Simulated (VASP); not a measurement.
A VASP calculation is set up with these files.

KPOINTS:
```
Automatic mesh
0
Gamma
13 13 13
0 0 0
```

File POSCAR:
```
NbP
1
    3.1074710487     0.0000000000     0.0000000000
    0.0000000000     3.1074710487     0.0000000000
    0.0000000000     0.0000000000     3.1074710487
Nb P
1 1
Direct
  0.0000000000   0.0000000000   0.0000000000
  0.5000000000   0.5000000000   0.5000000000
```

### INCAR
```
# general
SYSTEM  = NbP
PREC    = Accurate
ENCUT   = 400
LREAL   = .False.
LASPH   = .True.

# electronic loop
EDIFF   = 1E-7
NELM    = 100
ALGO    = Normal
LMAXMIX = 4

# smearing
ISMEAR  = -5

# functional
GGA     = PE

# ions
ISIF    = 2

# output
LWAVE   = .False.
LCHARG  = .True.
LORBIT  = 11
NEDOS   = 601
```

POTCAR, in this order: Nb_sv P (PBE.64 set). Program: vasp_std.

### Question
Translate this PBE calculation to Quantum ESPRESSO's pw.x.

### Answer
One equivalent input (not run):
```
&CONTROL
  calculation = 'scf'
  pseudo_dir = './pseudo'
  outdir = './out'
  tprnfor = .true.
  tstress = .true.
/
&SYSTEM
  ibrav = 0
  nat = 2
  ntyp = 2
  ecutwfc = 82
  occupations = 'tetrahedra'
  input_dft = 'pbe'
/
&ELECTRONS
  conv_thr = 7.3e-09
  electron_maxstep = 100
/
ATOMIC_SPECIES
  Nb 92.906 Nb.upf
  P 30.974 P.upf
CELL_PARAMETERS angstrom
     3.1074710    0.0000000    0.0000000
     0.0000000    3.1074710    0.0000000
     0.0000000    0.0000000    3.1074710
ATOMIC_POSITIONS crystal
  Nb   0.0000000  0.0000000  0.0000000
  P    0.5000000  0.5000000  0.5000000
K_POINTS automatic
  13 13 13 0 0 0
```
The two are equivalent in intent, not identical: the potentials are each code's own (VASP's PAW set, PseudoDojo norm-conserving files in pw.x), so ENCUT and ecutwfc are chosen apart and not converted; conv_thr bounds pw.x's estimated SCF error, while EDIFF bounds the energy change between steps.

The structure was generated: NbP was put into the CsCl type type (Pm-3m), which need not be its known phase. It was relaxed first, which changed the volume by -31 %.
